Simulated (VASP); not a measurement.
These are LDA (Ceperley-Alder, Perdew-Zunger), VASP's LDA PAW potentials (set 64) (plane waves; VASP) values and carry that method's errors.

VASP input:

**INCAR**
```
SYSTEM  =  MoS2
NSW  =  40   ! most ionic steps
LREAL  =  F   ! projection in real space or not
EDIFFG  =  -0.02
LCHARG  =  F
IBRION  =  2
ENCUT  =  500
ISIF  =  3
LWAVE  =  F
ISMEAR  =  0   ! Gaussian
NELM  =  100   ! most electronic steps
SIGMA  =  0.05   ! width (eV)
LMAXMIX  =  4
ALGO  =  Normal   ! blocked Davidson
PREC  =  Accurate
EDIFF  =  1E-6   ! SCF stop (eV)
LASPH  =  T   ! aspherical one-centre terms
```

File KPOINTS:
```
Automatic mesh
0
Gamma
8 8 2
0 0 0
```

### POSCAR
```
MoS2
1
    1.5616699647    -2.7048914573     0.0000000000
    1.5616699647     2.7048914573    -0.0000000000
   -0.0000000000     0.0000000000    12.0269430508
Mo S
2 4
Direct
  0.3333330000   0.6666670000   0.2500000000
  0.6666670000   0.3333330000   0.7500000000
  0.3333330000   0.6666670000   0.8792826231
  0.6666670000   0.3333330000   0.3792826231
  0.6666670000   0.3333330000   0.1207173769
  0.3333330000   0.6666670000   0.6207173769
```

POTCAR, in this order: Mo_sv S (LDA.64 set). Program: vasp_std.

Task: Estimate the energy per atom (σ→0).

Result: 
```
Item                            Value
---------------------  --------------
energy per atom (σ→0)  -8.159 eV/atom
```

OSZICAR:
```
...
DAV:   9    -0.489652236868E+02   -0.91662E-02   -0.13656E-01  1678   0.171E+00    0.116E+00
DAV:  10    -0.489567619314E+02    0.84618E-02   -0.53066E-02  1516   0.136E+00    0.226E-01
DAV:  11    -0.489567596689E+02    0.22625E-05   -0.24101E-03  1533   0.275E-01    0.133E-01
DAV:  12    -0.489567394466E+02    0.20222E-04   -0.18116E-04  1466   0.667E-02    0.706E-02
DAV:  13    -0.489567199498E+02    0.19497E-04   -0.18535E-04  1625   0.747E-02    0.203E-02
DAV:  14    -0.489567190519E+02    0.89787E-06   -0.23528E-05  1536   0.306E-02    0.122E-02
DAV:  15    -0.489567186523E+02    0.39954E-06   -0.12934E-06  1068   0.741E-03
   1 F= -.48956719E+02 E0= -.48956719E+02  d E =-.489567E+02
```

The compound is MoS2 in the 2H layered structure. It was relaxed first.
